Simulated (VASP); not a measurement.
The system is Ga2Ge2O3.

```
Ga Ge O
1.0
     4.57366    0.00000    0.00000
     0.00000    4.57366    0.00000
     0.00000    0.00000    5.40014
Ga Ge O
2 2 3
Direct
  0.50000 0.50000 0.68188
  0.50000 0.50000 0.31812
  0.50000 0.00000 0.50000
  0.00000 0.50000 0.50000
  0.50000 0.00000 0.00000
  0.00000 0.50000 0.00000
  0.50000 0.50000 0.00000
```

The cell was built by a generator and needn't be a form met in nature.

* Program: VASP 6.6.1
* Task: relaxation of cell and atoms
* Functional: PBE
* Potentials or basis: VASP PAW PBE potentials, release 64 (Ga_d, Ge_d, O)
* Cutoff: 520 eV
* k mesh: 3 × 3 × 3
* Occupations: gaussian, width 0.15 eV
* Spin: no spin polarisation

At the start: pressure 17.1 GPa; volume 16.14 Å³/atom.

Question: Where does the relaxation end?

Answer: Over 21 steps the energy falls by 436.1 meV/atom and the volume is 17.62 Å³/atom (+9.2 %); space group P4/mmm (No. 123, to 0.05 Å).

The path:
| step | energy change (eV) | largest force (eV/Å) | pressure (GPa) | volume (Å³) |
| --- | --- | --- | --- | --- |
| 1 | 0.0000 | 10.1115 | 17.05 | 112.96 |
| 2 | 5.1979 | 29.8646 | 23.05 | 143.40 |
| 3 | -1.8052 | 4.0976 | 10.56 | 123.03 |
| 4 | -1.8505 | 2.9401 | 10.10 | 121.89 |
| 5 | -2.2595 | 2.2131 | -5.97 | 147.58 |
| 6 | -2.4871 | 0.8405 | -0.88 | 136.18 |
| 7 | -2.4885 | 0.7955 | -0.03 | 135.89 |
| 8 | -2.5331 | 0.1098 | -1.22 | 137.34 |
| 9 | -2.5570 | 0.9580 | -1.35 | 139.54 |
| 10 | -2.5677 | 1.0000 | -1.54 | 139.76 |
| 11 | -2.5789 | 1.0524 | -1.65 | 139.99 |
| 12 | -2.6000 | 1.1418 | -1.64 | 140.46 |
| 13 | -2.6326 | 1.3073 | -1.97 | 141.36 |
| 14 | -2.6296 | 1.5400 | -3.40 | 143.07 |
| 15 | -2.6418 | 1.4018 | -2.89 | 142.20 |
| 16 | -2.6922 | 1.1031 | -3.03 | 141.61 |
| 17 | -2.7986 | 0.3542 | -4.09 | 139.80 |
| 18 | -2.8728 | 0.5622 | -4.97 | 136.00 |
| 19 | -2.9758 | 0.3455 | -4.20 | 131.42 |
| 20 | -3.0202 | 0.2147 | 2.93 | 118.22 |
| 21 | -3.0526 | 0.0419 | 0.23 | 123.35 |

Final structure:
```
Ga Ge O
1.0
     4.28291    0.00000    0.00000
     0.00000    4.28291    0.00000
     0.00000    0.00000    6.72471
Ga Ge O
2 2 3
Cartesian
  2.1415 2.1415 4.9617
  2.1415 2.1415 1.7630
  2.1415 0.0000 3.3624
  0.0000 2.1415 3.3624
  2.1415 0.0000 0.0000
  0.0000 2.1415 0.0000
  2.1415 2.1415 0.0000
```

Caveat: the k mesh is coarse (spacing up to 0.46 Å⁻¹), so the values aren't converged.
